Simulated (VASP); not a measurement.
Given:

```yaml
crystal:
  lattice:
    - [5.06603, 0.00000, 0.00000]
    - [0.00000, 5.06603, 0.00000]
    - [0.00000, 0.00000, 5.06603]
  atoms:
    - { symbol: Ba, position: [0.00000, 0.00000, 0.00000] }
    - { symbol: Bi, position: [0.00000, 0.50000, 0.50000] }
    - { symbol: Bi, position: [0.50000, 0.00000, 0.50000] }
    - { symbol: Bi, position: [0.50000, 0.50000, 0.00000] }
```

Calculation: PBEsol GGA, VASP's PBE PAW potentials (set 64) (plane waves; VASP). Numerical set-up: 400 eV cut-off, Gaussian smearing of 0.050 eV, potentials Ba_sv Bi_d.

Q: Give the energies of bands 23 to 32 at the high-symmetry points, in eV from the Fermi level.

A: 
| band | Γ | X | M | R |
|---|---|---|---|---|
| 23 | -2.96 | -2.84 | -4.05 | -4.82 |
| 24 | -2.96 | -2.84 | -2.48 | -2.88 |
| 25 | -2.96 | -1.79 | -1.61 | -2.88 |
| 26 | 0.42 | -1.46 | -1.61 | -2.88 |
| 27 | 0.42 | -0.61 | -0.83 | 2.87 |
| 28 | 0.42 | -0.61 | -0.52 | 3.28 |
| 29 | 1.85 | -0.42 | -0.52 | 3.28 |
| 30 | 1.85 | 1.73 | 2.18 | 3.28 |
| 31 | 2.42 | 1.73 | 3.26 | 3.45 |
| 32 | 2.59 | 2.82 | 3.29 | 3.45 |

It has no gap at this level: it comes out as a metal or semimetal.

The structure comes from a computed database's BaBi3 entry (Pm-3m); how it stands against other phases isn't given here. It was relaxed first. The electron count is odd and the run is not spin-polarised, which forces a metal.
